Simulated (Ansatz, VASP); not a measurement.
# H110S4N4O61 in two plane-wave programs

Wanted: the spread between two codes on one cell, functional and k mesh. The cell is taken from a series of runs on this material, whose earlier steps may have relaxed, scaled, displaced or heated it; both programs get it as it stands.

Main program and level: Ansatz 0.2.0; plane waves, with VASP 6.6.1 beside it; single point at PBE with D3(BJ).

## (1) Starting point

The cell holds 179 atoms: 61 O, 4 S, 110 H and 4 N. Cell: a = 11.956 Å, b = 11.956 Å, c = 11.956 Å, α = 90.0°, β = 90.0°, γ = 90.0°.

## (2) Ansatz: single point, PBE with D3(BJ)

Ansatz runs on its default PAW (the set named soft_2) files.

With cell and atoms fixed, the geometry can't cause a difference; cores, projectors, grids and the points listed under the comparison can.

The input, input.yaml:

```yaml
crystal:
  lattice:
    - [11.956, 0.0, 0.0]
    - [0.0, 11.956, 0.0]
    - [0.0, 0.0, 11.956]
  atoms:
    - { symbol: O, position: [0.40455, 0.82854, 0.29824] }
    - { symbol: S, position: [0.48749, 0.77268, 0.38214] }
    - { symbol: O, position: [0.5661, 0.71427, 0.29992] }
    - { symbol: O, position: [0.41983, 0.68355, 0.44142] }
    - { symbol: O, position: [0.51931, 0.86606, 0.45627] }
    - { symbol: H, position: [0.33581, 0.8762, 0.3348] }
    - { symbol: O, position: [0.28275, 0.78863, 0.803] }
    - { symbol: S, position: [0.38265, 0.85823, 0.85223] }
    - { symbol: O, position: [0.41598, 0.80673, 0.96501] }
    - { symbol: O, position: [0.33463, 0.97486, 0.86532] }
    - { symbol: O, position: [0.46611, 0.84763, 0.76167] }
    - { symbol: H, position: [0.28423, 0.77673, 0.71687] }
    - { symbol: O, position: [0.11819, 0.99873, 0.85601] }
    - { symbol: S, position: [0.07254, 0.09415, 0.77568] }
    - { symbol: O, position: [0.97866, 0.13576, 0.84267] }
    - { symbol: O, position: [0.02895, 0.03111, 0.67722] }
    - { symbol: O, position: [0.16838, 0.16132, 0.74995] }
    - { symbol: H, position: [0.20891, 0.99871, 0.84698] }
    - { symbol: O, position: [0.10033, 0.8323, 0.21523] }
    - { symbol: S, position: [0.11007, 0.85884, 0.34564] }
    - { symbol: O, position: [0.01031, 0.93228, 0.38083] }
    - { symbol: O, position: [0.22066, 0.92801, 0.34523] }
    - { symbol: O, position: [0.11556, 0.75435, 0.41501] }
    - { symbol: H, position: [0.17239, 0.86328, 0.16724] }
    - { symbol: "N", position: [0.00809, 0.78933, 0.9478] }
    - { symbol: H, position: [0.0584, 0.72472, 0.96096] }
    - { symbol: H, position: [0.98128, 0.81816, 0.02661] }
    - { symbol: H, position: [0.94064, 0.74616, 0.91114] }
    - { symbol: H, position: [0.04125, 0.85236, 0.89579] }
    - { symbol: "N", position: [0.80578, 0.48909, 0.49882] }
    - { symbol: H, position: [0.89139, 0.49202, 0.51451] }
    - { symbol: H, position: [0.77214, 0.42076, 0.4606] }
    - { symbol: H, position: [0.78147, 0.56785, 0.45683] }
    - { symbol: H, position: [0.77003, 0.48716, 0.57739] }
    - { symbol: "N", position: [0.45828, 0.15757, 0.68968] }
    - { symbol: H, position: [0.39207, 0.15613, 0.62416] }
    - { symbol: H, position: [0.52584, 0.11652, 0.65808] }
    - { symbol: H, position: [0.43167, 0.12096, 0.75891] }
    - { symbol: H, position: [0.48259, 0.24575, 0.70701] }
    - { symbol: "N", position: [0.50406, 0.56159, 0.97919] }
    - { symbol: H, position: [0.50929, 0.48098, 0.01199] }
    - { symbol: H, position: [0.58671, 0.59777, 0.98585] }
    - { symbol: H, position: [0.44151, 0.59674, 0.02975] }
    - { symbol: H, position: [0.4673, 0.56351, 0.90294] }
    - { symbol: O, position: [0.16057, 0.34192, 0.43529] }
    - { symbol: H, position: [0.22696, 0.35227, 0.39406] }
    - { symbol: H, position: [0.1022, 0.29559, 0.39296] }
    - { symbol: O, position: [0.27081, 0.39324, 0.67026] }
    - { symbol: H, position: [0.29549, 0.38331, 0.59327] }
    - { symbol: H, position: [0.23511, 0.32246, 0.69936] }
    - { symbol: O, position: [0.87722, 0.05478, 0.51463] }
    - { symbol: H, position: [0.90022, 0.07145, 0.59453] }
    - { symbol: H, position: [0.95399, 0.04941, 0.48319] }
    - { symbol: O, position: [0.08916, 0.15821, 0.2928] }
    - { symbol: H, position: [0.08079, 0.08056, 0.31518] }
    - { symbol: H, position: [0.08815, 0.15665, 0.21041] }
    - { symbol: O, position: [0.65451, 0.78665, 0.07072] }
    - { symbol: H, position: [0.62761, 0.7704, 0.14708] }
    - { symbol: H, position: [0.65982, 0.86894, 0.06347] }
    - { symbol: O, position: [0.53787, 0.4882, 0.23191] }
    - { symbol: H, position: [0.46896, 0.44393, 0.24846] }
    - { symbol: H, position: [0.53865, 0.5575, 0.27015] }
    - { symbol: O, position: [0.54636, 0.18784, 0.99443] }
    - { symbol: H, position: [0.61604, 0.22455, 0.02116] }
    - { symbol: H, position: [0.53248, 0.12886, 0.04574] }
    - { symbol: O, position: [0.70783, 0.29806, 0.18362] }
    - { symbol: H, position: [0.66981, 0.37189, 0.20045] }
    - { symbol: H, position: [0.72987, 0.26297, 0.25631] }
    - { symbol: O, position: [0.25586, 0.88563, 0.1036] }
    - { symbol: H, position: [0.28638, 0.94398, 0.15012] }
    - { symbol: H, position: [0.30381, 0.85064, 0.05138] }
    - { symbol: O, position: [0.96822, 0.55589, 0.2332] }
    - { symbol: H, position: [0.90516, 0.61615, 0.22954] }
    - { symbol: H, position: [0.96829, 0.53149, 0.31339] }
    - { symbol: O, position: [0.27498, 0.13503, 0.50153] }
    - { symbol: H, position: [0.20725, 0.17826, 0.49784] }
    - { symbol: H, position: [0.26316, 0.05536, 0.49969] }
    - { symbol: O, position: [0.32588, 0.10196, 0.15615] }
    - { symbol: H, position: [0.24407, 0.09923, 0.14587] }
    - { symbol: H, position: [0.34492, 0.11066, 0.2353] }
    - { symbol: O, position: [0.76144, 0.12438, 0.84417] }
    - { symbol: H, position: [0.84586, 0.11931, 0.82236] }
    - { symbol: H, position: [0.73539, 0.1857, 0.79222] }
    - { symbol: O, position: [0.05267, 0.53385, 0.46212] }
    - { symbol: H, position: [0.06477, 0.60855, 0.44362] }
    - { symbol: H, position: [0.09779, 0.48072, 0.41754] }
    - { symbol: O, position: [0.75722, 0.46243, 0.74955] }
    - { symbol: H, position: [0.82821, 0.43476, 0.78455] }
    - { symbol: H, position: [0.74641, 0.53833, 0.77117] }
    - { symbol: O, position: [0.95967, 0.37317, 0.86175] }
    - { symbol: H, position: [0.96659, 0.29262, 0.86844] }
    - { symbol: H, position: [0.9888, 0.40914, 0.92836] }
    - { symbol: O, position: [0.886, 0.67756, 0.80464] }
    - { symbol: H, position: [0.81206, 0.69407, 0.77011] }
    - { symbol: H, position: [0.93296, 0.66366, 0.73841] }
    - { symbol: O, position: [0.53763, 0.99778, 0.15367] }
    - { symbol: H, position: [0.46797, 0.03202, 0.17517] }
    - { symbol: H, position: [0.51878, 0.9234, 0.13939] }
    - { symbol: O, position: [0.0363, 0.43068, 0.05546] }
    - { symbol: H, position: [0.11029, 0.39084, 0.06635] }
    - { symbol: H, position: [0.01983, 0.46649, 0.12672] }
    - { symbol: O, position: [0.41167, 0.35477, 0.92684] }
    - { symbol: H, position: [0.44476, 0.28231, 0.94944] }
    - { symbol: H, position: [0.45646, 0.38594, 0.86568] }
    - { symbol: O, position: [0.00129, 0.77891, 0.6373] }
    - { symbol: H, position: [0.0047, 0.78007, 0.55288] }
    - { symbol: H, position: [0.01239, 0.85891, 0.65299] }
    - { symbol: O, position: [0.16009, 0.61392, 0.00627] }
    - { symbol: H, position: [0.19112, 0.60691, 0.08324] }
    - { symbol: H, position: [0.21846, 0.61724, 0.95396] }
    - { symbol: O, position: [0.75422, 0.36, 0.99205] }
    - { symbol: H, position: [0.76843, 0.34935, 0.06965] }
    - { symbol: H, position: [0.81461, 0.35429, 0.94192] }
    - { symbol: O, position: [0.9295, 0.96341, 0.13392] }
    - { symbol: H, position: [0.93231, 0.96161, 0.21329] }
    - { symbol: H, position: [0.86153, 0.98366, 0.0968] }
    - { symbol: O, position: [0.77015, 0.6684, 0.36514] }
    - { symbol: H, position: [0.78828, 0.74131, 0.40622] }
    - { symbol: H, position: [0.69403, 0.68241, 0.34441] }
    - { symbol: O, position: [0.72606, 0.57597, 0.97121] }
    - { symbol: H, position: [0.76905, 0.6342, 0.006] }
    - { symbol: H, position: [0.74317, 0.49673, 0.98799] }
    - { symbol: O, position: [0.56436, 0.55031, 0.55962] }
    - { symbol: H, position: [0.50699, 0.5807, 0.51293] }
    - { symbol: H, position: [0.59991, 0.61289, 0.59268] }
    - { symbol: O, position: [0.90647, 0.32353, 0.32372] }
    - { symbol: H, position: [0.88363, 0.37267, 0.25995] }
    - { symbol: H, position: [0.95033, 0.25996, 0.29509] }
    - { symbol: O, position: [0.09712, 0.16416, 0.07504] }
    - { symbol: H, position: [0.0431, 0.11807, 0.02694] }
    - { symbol: H, position: [0.05682, 0.2379, 0.0897] }
    - { symbol: O, position: [0.71165, 0.2495, 0.66879] }
    - { symbol: H, position: [0.77813, 0.29153, 0.64684] }
    - { symbol: H, position: [0.70198, 0.18021, 0.62977] }
    - { symbol: O, position: [0.31935, 0.55445, 0.80727] }
    - { symbol: H, position: [0.28246, 0.62034, 0.7827] }
    - { symbol: H, position: [0.31045, 0.49307, 0.74558] }
    - { symbol: O, position: [0.24141, 0.32472, 0.04267] }
    - { symbol: H, position: [0.29415, 0.37211, 0.99988] }
    - { symbol: H, position: [0.22889, 0.25422, 0.00967] }
    - { symbol: O, position: [0.24943, 0.56486, 0.29161] }
    - { symbol: H, position: [0.17428, 0.60278, 0.30088] }
    - { symbol: H, position: [0.30333, 0.60588, 0.3336] }
    - { symbol: O, position: [0.36521, 0.35286, 0.24104] }
    - { symbol: H, position: [0.29677, 0.3949, 0.24706] }
    - { symbol: H, position: [0.35698, 0.32217, 0.16935] }
    - { symbol: O, position: [0.73749, 0.0219, 0.05013] }
    - { symbol: H, position: [0.73333, 0.05999, 0.98] }
    - { symbol: H, position: [0.68312, 0.053, 0.1002] }
    - { symbol: O, position: [0.25577, 0.74618, 0.59938] }
    - { symbol: H, position: [0.32847, 0.73462, 0.55859] }
    - { symbol: H, position: [0.1991, 0.76877, 0.54673] }
    - { symbol: O, position: [0.92647, 0.29947, 0.59999] }
    - { symbol: H, position: [0.98496, 0.34502, 0.63808] }
    - { symbol: H, position: [0.95805, 0.22916, 0.5743] }
    - { symbol: O, position: [0.75818, 0.84966, 0.5028] }
    - { symbol: H, position: [0.68055, 0.8693, 0.49188] }
    - { symbol: H, position: [0.80906, 0.91299, 0.5065] }
    - { symbol: O, position: [0.72986, 0.19384, 0.38784] }
    - { symbol: H, position: [0.80776, 0.16677, 0.4034] }
    - { symbol: H, position: [0.68343, 0.13155, 0.37611] }
    - { symbol: O, position: [0.5137, 0.38238, 0.72419] }
    - { symbol: H, position: [0.59629, 0.36938, 0.72064] }
    - { symbol: H, position: [0.50143, 0.45468, 0.68706] }
    - { symbol: O, position: [0.6369, 0.98168, 0.72926] }
    - { symbol: H, position: [0.57753, 0.92841, 0.75172] }
    - { symbol: H, position: [0.67062, 0.0245, 0.79114] }
    - { symbol: O, position: [0.69804, 0.72797, 0.68226] }
    - { symbol: H, position: [0.72572, 0.77465, 0.61855] }
    - { symbol: H, position: [0.64385, 0.77487, 0.7173] }
    - { symbol: O, position: [0.42807, 0.33092, 0.47003] }
    - { symbol: H, position: [0.49469, 0.37816, 0.46607] }
    - { symbol: H, position: [0.42705, 0.29836, 0.39566] }
    - { symbol: O, position: [0.44604, 0.10339, 0.37372] }
    - { symbol: H, position: [0.38503, 0.12385, 0.41819] }
    - { symbol: H, position: [0.44705, 0.0232, 0.38382] }
    - { symbol: O, position: [0.86295, 0.72547, 0.14708] }
    - { symbol: H, position: [0.78376, 0.75401, 0.13205] }
    - { symbol: H, position: [0.90317, 0.79569, 0.17067] }
kpoints:
  mp_grid: { grid: [1, 1, 1] }
hamiltonian:
  xc: pbe
  dispersion: d3bj
scf:
  occupations: { method: fixed }
output:
  forces: true
  stress: true
  populations: true
  dos:
    method: { smearing: { sigma: 0.08 } }
    de: 0.1
    projected: { site_lists: { H: [H], "N": ["N"], O: [O], S: [S] } }
  eigenvalues: true
  write_density: true
  write_potential: true
  volumetric_format: npy
  elf: true
```

The run is started by

```console
> ansatz run input.yaml --threads 4 --pin off --max-ram 8192MiB --backend cpu --events-out ev --progress --plain --runs-dir out
```

Numbers of over 12 decimals in the logs are rounded to 6 here.

The program printed:

```text
Engine: ansatz 0.2.0, aarch64-unknown-linux-gnu
Pseudopotentials: kind: paw
Pseudopotential: O, paw, valence charge 6, recommended cutoff 420 eV (normal), O.paw.azcp
Pseudopotential: S, paw, valence charge 6, recommended cutoff 420 eV (normal), S.paw.azcp
Pseudopotential: H, paw, valence charge 1, recommended cutoff 420 eV (normal), H.paw.azcp
Pseudopotential: N, paw, valence charge 5, recommended cutoff 420 eV (normal), N.paw.azcp
Functional definition: PBE
  parameter kappa = 0.804
  parameter beta = 0.066725
  exchange = pbe_x(kappa = kappa, mu = beta*pi^2/3)
  correlation = pbe_c(beta = beta)
Crystal: 179 atoms, lattice volume = 1709.062 Å³
Basis set: ecut = 420 eV, 33371 PW (Γ), exchange–correlation on 160×160×160 points (8 copies of the dense FFT grid, shifted against one another)
Bands: 439, of which v1, the nominal top of the filled ones, is band 260 counted from 1 (259 counted from 0)
Symmetry: 1 space group operations
Space group: P1 (ITA 1), of the structure as read, at distance tolerance 1.2e-4 Å
k-points: 1
Non-local potential: O, projectors of the file, l = 0: 2, l = 1: 2, l = 2: 1
Non-local potential: S, projectors of the file, l = 0: 2, l = 1: 2, l = 2: 2
Non-local potential: H, projectors of the file, l = 0: 2, l = 1: 1
Non-local potential: N, projectors of the file, l = 0: 2, l = 1: 2, l = 2: 1
PAW form: soft (Blöchl's): semilocal exchange-correlation on the pseudo side does not see the compensation charge
PAW one-centre angular grid: O, 110 points (default); XC on 64 Gauss nodes
PAW one-centre angular grid: S, 110 points (default); XC on 64 Gauss nodes
PAW one-centre angular grid: H, 110 points (default); XC on 64 Gauss nodes
PAW one-centre angular grid: N, 110 points (default); XC on 64 Gauss nodes
Initial density: superposition of atomic densities (neutral atoms: chi_scale 0, normalization atom), corrected by the library's trained network
Initial wavefunctions: pseudopotential atomic-orbital guess
Functional: x = pbe(κ = 0.804, μ = 0.219515), c = pbe(β = 0.066725)
SCF iter   1: F=—  HF=-41525.351080 eV  |F-HF|=—  |Δ(HF+E_count)|=         —  Δρ=3.35e-3  dr2=2.72e-1  ethr=1.77e-3  ⟨swp⟩=4.0  Hψ=1671  notcnv=0  defer=175
preconditioner: auto → Resta (q_TF=auto, 2.238 Å⁻¹)  ε∞=2.3  [insulator: Δε(μ)=4.211 eV  Ē_g=17.861 eV  n_scr=340 (ndim 8)  ℏωp=20.5 eV  f_vac=0.231  ε∞_Penn≈2.3]
SCF iter   2: F=—  HF=-41525.214915 eV  |F-HF|=—  |Δ(HF+E_count)|=   1.36e-1  Δρ=1.70e-3  dr2=6.17e-2  ethr=5.23e-5  ⟨swp⟩=2.0  Hψ=698  notcnv=0  defer=177
SCF iter   3: F=—  HF=-41525.192185 eV  |F-HF|=—  |Δ(HF+E_count)|=   2.27e-2  Δρ=8.14e-4  dr2=1.65e-2  ethr=1.19e-5  ⟨swp⟩=3.0  Hψ=526  notcnv=0  defer=177
SCF iter   4: F=—  HF=-41525.187163 eV  |F-HF|=—  |Δ(HF+E_count)|=   5.02e-3  Δρ=3.43e-4  dr2=2.08e-3  ethr=3.17e-6  ⟨swp⟩=3.0  Hψ=501  notcnv=0  defer=177
SCF iter   5: F=—  HF=-41525.186959 eV  |F-HF|=—  |Δ(HF+E_count)|=   2.04e-4  Δρ=1.71e-4  dr2=4.47e-4  ethr=3.99e-7  ⟨swp⟩=3.0  Hψ=528  notcnv=0  defer=177
SCF iter   6: F=—  HF=-41525.186919 eV  |F-HF|=—  |Δ(HF+E_count)|=   4.01e-5  Δρ=5.57e-5  dr2=4.68e-5  ethr=8.59e-8  ⟨swp⟩=2.0  Hψ=525  notcnv=0  defer=176
SCF iter   7: F=—  HF=-41525.186946 eV  |F-HF|=—  |Δ(HF+E_count)|=   2.70e-5  Δρ=2.00e-5  dr2=5.53e-6  ethr=8.99e-9  ⟨swp⟩=2.0  Hψ=645  notcnv=0  defer=173
SCF iter   8: F=—  HF=-41525.186948 eV  |F-HF|=—  |Δ(HF+E_count)|=   1.97e-6  Δρ=9.44e-6  dr2=1.42e-6  ethr=1.06e-9  ⟨swp⟩=3.0  Hψ=585  notcnv=0  defer=173
SCF iter   9: F=—  HF=-41525.186948 eV  |F-HF|=—  |Δ(HF+E_count)|=   2.01e-7  Δρ=2.78e-6  dr2=1.18e-7  ethr=2.73e-10  ⟨swp⟩=2.0  Hψ=524  notcnv=0  defer=173
SCF iter  10: F=-41525.186948 eV  HF=-41525.186948 eV  |F-HF|=2.32e-9  |Δ(HF+E_count)|=   3.50e-8  Δρ=1.30e-6  dr2=2.50e-8  ethr=1.92e-11  ⟨swp⟩=22.0  Hψ=4220  notcnv=0
SCF 1 converged in 10 iterations: F = -41525.186948 eV  dr2 = 2.50e-8
  greatest PAW one-centre occupation: 0.878 electrons in one spin orbital (limit 2), on the O atom at site 16 (counted from 0), in its partial waves of l = 0
[...]
atom 178  H      1.12976269    -0.39531821     0.01969899
  atom 179  H     -0.55462201    -0.98361399    -0.38978736
  max |Σ_I F_I| component: 4.45e-5 eV/Å
--- Stress (GPa, compression-positive) ---
        0.028405       0.139298      -0.414712
        0.139298      -0.131896       0.049625
       -0.414712       0.049625       0.198746
  P = ⅓ Tr σ = 0.0318 GPa (0.318 kbar)
--- Band table (eV) ---
  k-point 0: bands = [... 256 lower, -1.5587, -1.4965, -1.4035, -1.3822, 2.8921, 4.0225, 4.2218, 4.3247, ... 175 higher]
--- Löwdin populations: 179 sites ---
  site symbol       q [e]
     0      O      6.6866
     1      S      3.6095
     2      O      6.7316
     3      O      6.7564
     4      O      6.7371
     5      H      0.6329
     6      O      6.6935
     7      S      3.6028
     8      O      6.7513
     9      O      6.7554
    10      O      6.7519
    11      H      0.6111
    12      O      6.6932
    13      S      3.5333
    14      O      6.7502
    15      O      6.8071
    16      O      6.7685
    17      H      0.6145
    18      O      6.6775
    19      S      3.6686
    20      O      6.7563
    21      O      6.7726
    22      O      6.7225
    23      H      0.6154
[...]
171      H      0.5942
   172      H      0.6019
   173      O      6.7173
   174      H      0.6158
   175      H      0.6091
   176      O      6.6750
   177      H      0.6403
   178      H      0.6289
  spilling = 0.013497 (of n_electrons = 520.000000)
```

[end of part 1 of 2]

[Lines on the potential files, build, host, timing and source positions are cut from VASP's logs without a mark.]

[Logs are printed without paths, hosts, clocks, repeated set-up lines and the standing remarks that a program may print on its own settings, such as how far it seeks lower states.]

[Hosts, paths, dates, database ids (printed as entryN), source tags and the programs' standing remarks are cut or masked in the printed files.]
